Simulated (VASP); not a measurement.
Data:

```yaml
crystal:
  lattice:
    - [1.74171, -3.01674, 0.00000]
    - [1.74171, 3.01674, 0.00000]
    - [0.00000, 0.00000, 6.05067]
  atoms:
    - { symbol: Ti, position: [0.00000, 0.00000, 0.00000] }
    - { symbol: Se, position: [0.33333, 0.66667, 0.25460] }
    - { symbol: Se, position: [0.66667, 0.33333, 0.74540] }
```

Computed with AM05 GGA, VASP's PBE PAW potentials (set 64) (plane waves; VASP). Run with 520 eV cut-off, 11×11×6 Γ-centred mesh, tetrahedra with Blöchl corrections, potentials Ti_sv Se.

Without a dispersion term in the relaxation, distances and binding between the weakly bound layers, chains or molecules are unreliable, and so is what depends on them.

Predict the energy per atom (σ→0), band gap (on the k-mesh) with the smallest direct gap where there is one.

| Property | Value |
|---|---|
| band gap (on the k-mesh) | none (metal, semimetal or under 0.01 eV) |
| energy per atom (σ→0) | -6.218 eV/atom |

Only differences to runs with the same potentials and settings are physical.

The compound is TiSe2 in the 1T layered structure. It was relaxed first.
